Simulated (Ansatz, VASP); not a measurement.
# Two plane-wave programs on CdRe3C

```
Cd Re C
1.0
     4.13761    0.00000    0.00000
     0.00000    4.13761    0.00000
     0.00000    0.00000    4.13761
Cd Re C
1 3 1
Direct
  0.00000 0.00000 0.00000
  0.50000 0.00000 0.50000
  0.00000 0.50000 0.50000
  0.50000 0.50000 0.00000
  0.50000 0.50000 0.50000
```

Change from the starting cell: species swapped into the Sc3SnB type (Pm-3m, No. 221).

Alike in both runs: functional PBE; k mesh 10 × 10 × 10; occupations gaussian, width 0.1 eV; no spin polarisation.

Ansatz relaxed the structure, and its values are those at the end. VASP's run is a single point on that final structure, the one shown.

|  | VASP | Ansatz |
| --- | --- | --- |
| version | VASP 6.6.1 | Ansatz 0.2.0 |
| potentials or method | VASP PAW PBE potentials, release 64 (Cd, Re, C) | scalar-relativistic, plane waves, PAW |
| plane-wave cutoff (eV) | 520 | 420 |
| valence electrons in the cell | 37 | 69 |

```csv
,VASP,Ansatz,Ansatz less VASP
gap on the k mesh at the Fermi level (eV),none,none,-
pressure (GPa),1.5,0.0,-1.50
```

A gap of «none» marks a metal or a gap that the smearing closes. The two sets of potentials don't hold the same shells in valence.

Spin-orbit coupling is left out, which matters for the levels of Re.
